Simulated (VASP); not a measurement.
Data:

```
CELL_PARAMETERS angstrom
      0.00000     2.01946     2.01946
      2.01946     0.00000     2.01946
      2.01946     2.01946     0.00000
ATOMIC_POSITIONS crystal
  Al 0.00000 0.00000 0.00000
```

Computed with LDA (Ceperley-Alder, Perdew-Zunger), VASP's LDA PAW potentials (set 64) (plane waves; VASP 6.6.1). Numerical set-up: 400 eV cut-off, 14×14×14 Γ-centred mesh, first-order Methfessel-Paxton smearing of 0.10 eV, potentials Al.

Energy and stress use the plane-wave basis of the starting cell.

### Question
The ions, cell shape and volume are relaxed. Predict the relaxed structure.

### Answer

```
CELL_PARAMETERS angstrom
      0.00000     1.99017     1.99017
      1.99017     0.00000     1.99017
      1.99017     1.99017     0.00000
ATOMIC_POSITIONS crystal
  Al 0.00000 0.00000 0.00000
```
Space group Fm-3m (225), at a tolerance of 0.03 Å.

### Question
How do energy and volume change from the first to the last step?

### Answer
The energy (σ→0) changes by -7.8 meV/atom and the volume by -4.3 %, in 3 ionic steps.

```csv
step,E(σ→0) (eV),max force (eV/Å),pressure (GPa),volume (Å³)
1,-4.1766,0.000,-3.41,16.47
2,-4.1841,0.000,0.64,15.65
3,-4.1844,0.000,0.01,15.77
```

The structure comes from a computed database's Al entry (Fm-3m); how it stands against other phases isn't given here. This run relaxes it. Symmetry was kept, so distortions that lower it aren't found.
